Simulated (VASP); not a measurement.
A VASP calculation is set up with these files.

### INCAR
```
! general
SYSTEM  = MoS2
PREC    = Accurate
ENCUT   = 480   ! plane-wave cut-off (eV)
LREAL   = .FALSE.   ! projection in real space or not
LASPH   = .TRUE.

! electronic loop
EDIFF   = 1E-6
NELM    = 100   ! most electronic steps
ALGO    = Normal
LMAXMIX = 4

! smearing
ISMEAR  = 0
SIGMA   = 0.05   ! width (eV)

! functional
GGA     = PS

! ions
IBRION  = 2
NSW     = 60
ISIF    = 3
EDIFFG  = -0.01   ! ionic stop

! output
LWAVE   = .FALSE.
LCHARG  = .FALSE.
```

**POSCAR**
```
MoS2
1.0
  3.1600000000   0.0000000000   0.0000000000
 -1.5800000000   2.7366400000   0.0000000000
  0.0000000000   0.0000000000  12.3000000000
Mo S
2 4
direct
  0.6666670000   0.3333330000   0.7500000000
  0.3333330000   0.6666670000   0.2500000000
  0.6666670000   0.3333330000   0.3790000000
  0.3333330000   0.6666670000   0.8790000000
  0.3333330000   0.6666670000   0.6210000000
  0.6666670000   0.3333330000   0.1210000000
```

KPOINTS:
```
Automatic mesh
0
Gamma
9 9 2
0 0 0
```

POTCAR, in this order: Mo_sv S (PBE.64 set). Program: vasp_std.

Problem. Translate this PBEsol calculation to Quantum ESPRESSO's pw.x.

Solution. One equivalent input (not run):
```
&CONTROL
  calculation = 'vc-relax'
  pseudo_dir = './pseudo'
  outdir = './out'
  tprnfor = .true.
  tstress = .true.
  nstep = 60
  forc_conv_thr = 0.00039
/
&SYSTEM
  ibrav = 0
  nat = 6
  ntyp = 2
  ecutwfc = 80
  occupations = 'smearing'
  smearing = 'gaussian'
  degauss = 0.003675
  input_dft = 'pbesol'
/
&ELECTRONS
  conv_thr = 7.3e-08
  electron_maxstep = 100
/
&IONS
/
&CELL
/
ATOMIC_SPECIES
  Mo 95.950 Mo.upf
  S 32.060 S.upf
CELL_PARAMETERS angstrom
     3.1600000    0.0000000    0.0000000
    -1.5800000    2.7366400    0.0000000
     0.0000000    0.0000000   12.3000000
ATOMIC_POSITIONS crystal
  Mo   0.6666670  0.3333330  0.7500000
  Mo   0.3333330  0.6666670  0.2500000
  S    0.6666670  0.3333330  0.3790000
  S    0.3333330  0.6666670  0.8790000
  S    0.3333330  0.6666670  0.6210000
  S    0.6666670  0.3333330  0.1210000
K_POINTS automatic
  9 9 2 0 0 0
```
The two are equivalent in intent, not identical: the potentials are each code's own (VASP's PAW set, PseudoDojo norm-conserving files in pw.x), so ENCUT and ecutwfc are chosen apart and not converted; conv_thr bounds pw.x's estimated SCF error, while EDIFF bounds the energy change between steps; forc_conv_thr acts on force components and is met together with etot_conv_thr.

The compound is MoS2 in the 2H layered structure. This run relaxes it. Symmetry was kept, so distortions that lower it aren't found.
